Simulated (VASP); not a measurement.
Calculation: PBE GGA, VASP's PBE PAW potentials (set 64) (plane waves; VASP).

A VASP calculation is set up with these files.

**INCAR**
```
SYSTEM  =  Zr
PREC  =  Normal; ENCUT  =  400; LREAL  =  .FALSE.
LASPH  =  .TRUE.
EDIFF  =  1E-5; NELM  =  100; NELMIN  =  4
ALGO  =  Fast; LMAXMIX  =  4
ISMEAR  =  1; SIGMA  =  0.1
GGA  =  PE
IBRION  =  2; NSW  =  20; ISIF  =  2
EDIFFG  =  -0.03
LWAVE  =  .FALSE.; LCHARG  =  .FALSE.
```

### KPOINTS
```
Automatic mesh
0
Gamma
16 16 8
0 0 0
```

File POSCAR:
```
Zr
1.0
  1.6149118202  -2.7971092681   0.0000000000
  1.6149118202   2.7971092681   0.0000000000
  0.0000000000   0.0000000000   5.1817181707
Zr
2
direct
  0.3333330000   0.6666670000   0.2500000000
  0.6666670000   0.3333330000   0.7500000000
```

POTCAR, in this order: Zr_sv (PBE.64 set). Program: vasp_std.

What VASP printed:

File OUTCAR:
```
 ion  position               nearest neighbor table
   1  0.333  0.667  0.250-   2 3.19   2 3.19   2 3.19   2 3.19   2 3.19   2 3.19
   2  0.667  0.333  0.750-   1 3.19   1 3.19   1 3.19   1 3.19   1 3.19   1 3.19
  LATTYP: Found a hexagonal cell.
 ALAT       =     3.2298235934
 C/A-ratio  =     1.6043347325
 Subroutine PRICEL returns:
 Original cell was already a primitive cell.
 Subroutine GETGRP returns: Found 24 space group operations
The static configuration has the point symmetry D_3d.
 The point group associated with its full space group is D_6h.
The dynamic configuration has the point symmetry D_3d.
 Subroutine INISYM returns: Found 24 space group operations
 Subroutine IBZKPT returns following result:
 Found    150 irreducible k-points:

 Following reciprocal coordinates:
            Coordinates               Weight
  0.000000  0.000000  0.000000      1.000000
  0.062500  0.000000  0.000000      6.000000
  0.125000  0.000000  0.000000      6.000000
  0.187500  0.000000  0.000000      6.000000
  0.250000  0.000000  0.000000      6.000000
  0.312500  0.000000  0.000000      6.000000
  0.375000  0.000000  0.000000      6.000000
...
```

OSZICAR:
```
       N       E                     dE             d eps       ncg     rms          rms(c)
DAV:   1     0.182509398942E+03    0.18251E+03   -0.12053E+04  4824   0.123E+03
DAV:   2    -0.460733544682E+01   -0.18712E+03   -0.18557E+03  6064   0.371E+02
DAV:   3    -0.175544249130E+02   -0.12947E+02   -0.12788E+02  9208   0.691E+01
DAV:   4    -0.177522295905E+02   -0.19780E+00   -0.19779E+00  5208   0.101E+01
DAV:   5    -0.177577828564E+02   -0.55533E-02   -0.55533E-02  7536   0.113E+00    0.142E+01
RMM:   6    -0.171463699208E+02    0.61141E+00   -0.86811E-01  4930   0.775E+00    0.578E+00
RMM:   7    -0.170235673913E+02    0.12280E+00   -0.89008E-01  5106   0.642E+00    0.121E+00
RMM:   8    -0.170378634650E+02   -0.14296E-01   -0.11320E-01  5729   0.272E+00    0.736E-01
RMM:   9    -0.170408617742E+02   -0.29983E-02   -0.41128E-02  6034   0.147E+00    0.359E-01
RMM:  10    -0.170400576627E+02    0.80411E-03   -0.97216E-03  5421   0.982E-01    0.793E-02
RMM:  11    -0.170402768805E+02   -0.21922E-03   -0.29948E-03  6730   0.364E-01    0.397E-02
RMM:  12    -0.170403557441E+02   -0.78864E-04   -0.75177E-04  6774   0.164E-01    0.189E-02
RMM:  13    -0.170403903487E+02   -0.34605E-04   -0.24616E-04  5753   0.895E-02    0.129E-02
RMM:  14    -0.170404032378E+02   -0.12889E-04   -0.10372E-04  4844   0.568E-02    0.822E-03
RMM:  15    -0.170404098097E+02   -0.65719E-05   -0.51410E-05  4258   0.404E-02
   1 F= -.17040410E+02 E0= -.17040849E+02  d E =-.170404E+02
```

File OUTCAR:
```
------------------------ aborting loop because EDIFF is reached ----------------------------------------
  FORCE on cell =-STRESS in cart. coord.  units (eV):
  Direction    XX          YY          ZZ          XY          YZ          ZX
  --------------------------------------------------------------------------------------
  Total       -0.0369591     -0.0369591     -0.1763368      0.0000000     -0.0000000     -0.0000000
  in kB       -1.2649408     -1.2649408     -6.0351988      0.0000000     -0.0000000     -0.0000000
  external PRESSURE =      -2.8550268 kB  Pullay stress =       0.0000000 kB
  volume of cell :       46.81
      direct lattice vectors                 reciprocal lattice vectors
     1.614911820 -2.797109268  0.000000000     0.309614428 -0.178755977  0.000000000
     1.614911820  2.797109268  0.000000000     0.309614428  0.178755977  0.000000000
     0.000000000  0.000000000  5.181718171     0.000000000  0.000000000  0.192986181
 POSITION                                       TOTAL-FORCE (eV/Angst)
 -----------------------------------------------------------------------------------
      1.61491      0.93237      1.29543         0.000000     -0.000000      0.000000
      1.61491     -0.93237      3.88629        -0.000000      0.000000      0.000000
 -----------------------------------------------------------------------------------
    total drift:                               -0.000000      0.001133     -0.000019
  FREE ENERGIE OF THE ION-ELECTRON SYSTEM (eV)
  ---------------------------------------------------
  free  energy   TOTEN  =       -17.0404098097 eV

  energy  without entropy=      -17.0417268716  energy(sigma->0) =      -17.04084883

 reached required accuracy - stopping structural energy minimisation
```
(Selected blocks of OUTCAR.)

The compound is Zr in the hcp structure. It was relaxed first.
